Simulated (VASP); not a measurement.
A convergence study with VASP on Hf (hcp): one setting is varied, all else stays as given below, so the limit is that of these other settings. Each run relaxes cell and ions from the cell shown.

```
CELL_PARAMETERS angstrom
      1.59500    -2.76262     0.00000
      1.59500     2.76262     0.00000
      0.00000     0.00000     5.05000
ATOMIC_POSITIONS crystal
  Hf 0.33333 0.66667 0.25000
  Hf 0.66667 0.33333 0.75000
```

Computed with PBEsol GGA, VASP's PBE PAW potentials (set 64) (plane waves; VASP). The tightest run used: 550 eV cut-off, 18×18×10 Γ-centred mesh, first-order Methfessel-Paxton smearing of 0.10 eV, potentials Hf_pv.

Problem. The settings run are 2×2×1 mesh; 3×3×2 mesh; 4×4×2 mesh; 5×5×3 mesh; 6×6×3 mesh; 7×7×4 mesh; 8×8×4 mesh; 9×9×5 mesh; 10×10×5 mesh; 12×12×6 mesh; 13×13×7 mesh; 14×14×7 mesh; 15×15×8 mesh; 16×16×9 mesh; 17×17×9 mesh; 18×18×10 mesh. From which on does the relaxed volume stay within 0.1 Å³/atom of the tightest run?

Solution. From 7×7×4 mesh on: it is off by 0.068 there and by no more than 0.1 in any finer run, while 6×6×3 mesh is off by 0.167.
| setting | relaxed volume (Å³/atom) | E (eV/atom) | irreducible k-points | difference judged (Å³/atom) |
|---|---|---|---|---|
| 2×2×1 mesh | 20.416 | -11.4502 | 2 | 1.121 |
| 3×3×2 mesh | 21.535 | -10.5314 | 6 | 0.003 |
| 4×4×2 mesh | 21.500 | -10.4683 | 8 | 0.037 |
| 5×5×3 mesh | 21.417 | -10.5077 | 10 | 0.120 |
| 6×6×3 mesh | 21.704 | -10.4708 | 14 | 0.167 |
| 7×7×4 mesh | 21.605 | -10.5026 | 24 | 0.068 |
| 8×8×4 mesh | 21.501 | -10.5118 | 30 | 0.037 |
| 9×9×5 mesh | 21.531 | -10.5062 | 36 | 0.006 |
| 10×10×5 mesh | 21.488 | -10.5050 | 42 | 0.049 |
| 12×12×6 mesh | 21.526 | -10.5026 | 76 | 0.011 |
| 13×13×7 mesh | 21.554 | -10.5025 | 84 | 0.017 |
| 14×14×7 mesh | 21.533 | -10.5026 | 96 | 0.004 |
| 15×15×8 mesh | 21.537 | -10.5033 | 135 | 0.000 |
| 16×16×9 mesh | 21.519 | -10.5038 | 150 | 0.018 |
| 17×17×9 mesh | 21.539 | -10.5040 | 165 | 0.002 |
| 18×18×10 mesh | 21.537 | -10.5038 | 222 | 0.000 |

Left out are rungs that failed or repeat a setting and relaxations that didn't move; long series are thinned to 24 rows.

The compound is Hf in the hcp structure.
